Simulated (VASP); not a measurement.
Level of theory: PBE GGA with D3 dispersion (zero damping), VASP's PBE PAW potentials (set 64) (plane waves; VASP 6.6.1).

Input for VASP

**KPOINTS**
```
Automatic mesh
0
Gamma
9 9 3
0 0 0
```

INCAR:
```
SYSTEM = C
EDIFF = 1E-6   ! SCF stop (eV)
GGA = PE
LCHARG = F
ISIF = 3   ! ions, shape and volume
IBRION = 2   ! conjugate gradients
ENCUT = 520
SIGMA = 0.05   ! width (eV)
ISMEAR = 0   ! Gaussian
EDIFFG = -0.02   ! ionic stop
LWAVE = F
ALGO = Normal
LREAL = F   ! projection in real space or not
LASPH = T   ! aspherical one-centre terms
PREC = Accurate
IVDW = 11   ! D3, zero damping
NELM = 100   ! most electronic steps
NSW = 60   ! most ionic steps
```

### POSCAR
```
C
1.0
  1.2332833568  -2.1361089369   0.0000000000
  1.2332833568   2.1361089369   0.0000000000
  0.0000000000   0.0000000000   6.9523761046
C
4
Direct
  0.0000000000   0.0000000000   0.2500000000
  0.0000000000   1.0000000000   0.7500000000
  0.3333330000   0.6666670000   0.2500000000
  0.6666670000   0.3333330000   0.7500000000
```

POTCAR, in this order: C (PBE.64 set). Program: vasp_std.

Q: What will the output report for the number of irreducible k-points (NKPTS), largest plane-wave count, number of space-group operations, FFT grid (NGX, NGY, NGZ)?

A: 
```json
{
  "number of irreducible k-points (NKPTS)": "24",
  "largest_plane_wave_count": "998",
  "number_of_space_group_operations": "24",
  "FFT grid (NGX, NGY, NGZ)": "18 × 18 × 54"
}
```

The compound is C in the graphite structure. It was relaxed first. The k-mesh is coarse (spacing up to 0.33 per Å, 2π included), so the numbers may not be converged in it. The start is the result of an earlier pass.
